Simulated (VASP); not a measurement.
OSZICAR of a VASP run on PdIn (CsCl type):

File OSZICAR:
```
       N       E                     dE             d eps       ncg     rms          rms(c)
DAV:   1     0.125341139546E+03    0.12534E+03   -0.11766E+04  1695   0.202E+03
DAV:   2    -0.431606920219E+02   -0.16850E+03   -0.16424E+03  1757   0.419E+02
DAV:   3    -0.513886605557E+02   -0.82280E+01   -0.81587E+01  2142   0.989E+01
DAV:   4    -0.515432476092E+02   -0.15459E+00   -0.15455E+00  2093   0.128E+01
DAV:   5    -0.515519337725E+02   -0.86862E-02   -0.86861E-02  2447   0.269E+00    0.807E+00
DAV:   6    -0.461035642768E+02    0.54484E+01   -0.52061E+00  1820   0.367E+01    0.379E+00
DAV:   7    -0.459722049490E+02    0.13136E+00   -0.52499E-01  1876   0.921E+00    0.230E+00
DAV:   8    -0.459905910382E+02   -0.18386E-01   -0.17000E-01  2016   0.353E+00    0.140E+00
DAV:   9    -0.459933962499E+02   -0.28052E-02   -0.60165E-02  1827   0.291E+00    0.514E-01
DAV:  10    -0.460006923967E+02   -0.72961E-02   -0.24926E-02  1911   0.189E+00    0.255E-01
DAV:  11    -0.460022508595E+02   -0.15585E-02   -0.66553E-03  1827   0.877E-01    0.143E-01
DAV:  12    -0.460021221008E+02    0.12876E-03   -0.44423E-04  2178   0.202E-01    0.142E-01
DAV:  13    -0.460030894189E+02   -0.96732E-03   -0.12171E-03  1806   0.416E-01    0.724E-02
DAV:  14    -0.460029062667E+02    0.18315E-03   -0.21530E-04  1771   0.169E-01    0.873E-02
DAV:  15    -0.460031791589E+02   -0.27289E-03   -0.32136E-04  1764   0.193E-01    0.301E-02
DAV:  16    -0.460031807202E+02   -0.15613E-05   -0.67988E-06  2094   0.249E-02    0.377E-02
DAV:  17    -0.460031805188E+02    0.20134E-06   -0.84142E-07  2072   0.906E-03    0.194E-02
DAV:  18    -0.460031813511E+02   -0.83230E-06   -0.14112E-06  1953   0.147E-02    0.130E-02
DAV:  19    -0.460031815630E+02   -0.21190E-06   -0.95559E-08  1246   0.361E-03    0.111E-02
DAV:  20    -0.460031817038E+02   -0.14072E-06   -0.55810E-08  1064   0.283E-03    0.850E-03
DAV:  21    -0.460031821260E+02   -0.42225E-06   -0.67820E-08  1043   0.426E-03    0.307E-03
DAV:  22    -0.460031821986E+02   -0.72633E-07   -0.29847E-08  1001   0.178E-03
   1 F= -.46003182E+02 E0= -.46002756E+02  d E =-.127806E-02
```

Question: Which electronic solver shows in the log?

Answer: It is blocked Davidson (ALGO = Normal, or the opening steps of other solvers). The INCAR had ALGO = Normal.

Question: Can the final energy be trusted as converged?

Answer: The calculation finished and met its thresholds. It stopped with EDIFF = 1E-7, NELM = 100 (r2SCAN+rVV10, plane waves, VASP's PBE PAW potentials (set 64)).

The compound is PdIn in the CsCl type structure. This cell is one point of a volume scan, at 1.06 of the reference volume. The electron count is odd and the run is not spin-polarised, which forces a metal.
